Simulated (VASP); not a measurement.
Output of a VASP run:

### OSZICAR
```
       N       E                     dE             d eps       ncg     rms          rms(c)
DAV:   1     0.780036186961E+02    0.78004E+02   -0.94052E+03   939   0.217E+03
DAV:   2    -0.457730360046E+01   -0.82581E+02   -0.79402E+02  1005   0.329E+02
DAV:   3    -0.984385945506E+01   -0.52666E+01   -0.52146E+01  1133   0.731E+01
DAV:   4    -0.992455433543E+01   -0.80695E-01   -0.80658E-01  1100   0.949E+00
DAV:   5    -0.992649522489E+01   -0.19409E-02   -0.19408E-02  1141   0.128E+00    0.636E+00
DAV:   6    -0.950851633222E+01    0.41798E+00   -0.55501E-01  1445   0.189E+01    0.415E+00
DAV:   7    -0.941542937116E+01    0.93087E-01   -0.24116E-01  1090   0.447E+00    0.150E+00
DAV:   8    -0.941131022863E+01    0.41191E-02   -0.20424E-02  1139   0.223E+00    0.530E-01
DAV:   9    -0.941118286057E+01    0.12737E-03   -0.15981E-03  1200   0.642E-01    0.837E-02
DAV:  10    -0.941113134815E+01    0.51512E-04   -0.11806E-04  1210   0.149E-01    0.442E-02
DAV:  11    -0.941113436653E+01   -0.30184E-05   -0.14371E-05  1154   0.613E-02    0.660E-03
DAV:  12    -0.941113386544E+01    0.50109E-06   -0.14319E-06   743   0.219E-02
   1 F= -.10469552E+01 E0= -.10469552E+01  d E =-.104696E+01
```

### OUTCAR
```
------------------------ aborting loop because EDIFF is reached ----------------------------------------
  FORCE on cell =-STRESS in cart. coord.  units (eV):
  Direction    XX          YY          ZZ          XY          YZ          ZX
  --------------------------------------------------------------------------------------
  Total        8.3466129      8.3466129      8.3466129      0.0000000      0.0000000      0.0000000
  in kB      449.0549487    449.0549487    449.0549487      0.0000000      0.0000000      0.0000000
  external PRESSURE =      -0.9450513 kB  Pullay stress =     450.0000000 kB
  volume of cell :       29.78
      direct lattice vectors                 reciprocal lattice vectors
     0.000000000  2.460162481  2.460162481    -0.203238609  0.203238609  0.203238609
     2.460162481  0.000000000  2.460162481     0.203238609 -0.203238609  0.203238609
     2.460162481  2.460162481  0.000000000     0.203238609  0.203238609 -0.203238609
  FREE ENERGIE OF THE ION-ELECTRON SYSTEM (eV)
  ---------------------------------------------------
  free  energy   TOTEN  =        -9.4111338654 eV

  energy  without entropy=       -9.4111338654  energy(sigma->0) =       -9.41113387
  enthalpy is  TOTEN    =        -1.0469552193 eV   P V=        8.3641786462

 reached required accuracy - stopping structural energy minimisation
```
(Selected blocks of OUTCAR.)

POSCAR:
```
GaP
1
    0.0000000000     2.4601624814     2.4601624814
    2.4601624814     0.0000000000     2.4601624814
    2.4601624814     2.4601624814     0.0000000000
Ga P
1 1
Direct
  1.0000000000   1.0000000000   1.0000000000
  0.2500000000   0.2500000000   0.2500000000
```

### Question
Reconstruct the remaining input files.

### Answer
This is not unique; one that fits is the input of the run itself, LDA (Ceperley-Alder, Perdew-Zunger), plane waves, VASP's LDA PAW potentials (set 64).

**KPOINTS**
```
Automatic mesh
0
Gamma
9 9 9
0 0 0
```

INCAR:
```
ALGO = Normal
EDIFF = 1E-6
EDIFFG = -0.02
ENCUT = 500
IBRION = 2
ISIF = 3
ISMEAR = 0
LASPH = .TRUE.
LCHARG = .FALSE.
LMAXMIX = 4
LREAL = .FALSE.
LWAVE = .FALSE.
NELM = 100
NSW = 40
PREC = Accurate
PSTRESS = 450
SIGMA = 0.05
SYSTEM = GaP
```

POTCAR, in this order: Ga_d P (LDA.64 set). Program: vasp_std.

The compound is GaP in the zinc blende structure. It was relaxed first under an external pressure of 45 GPa.
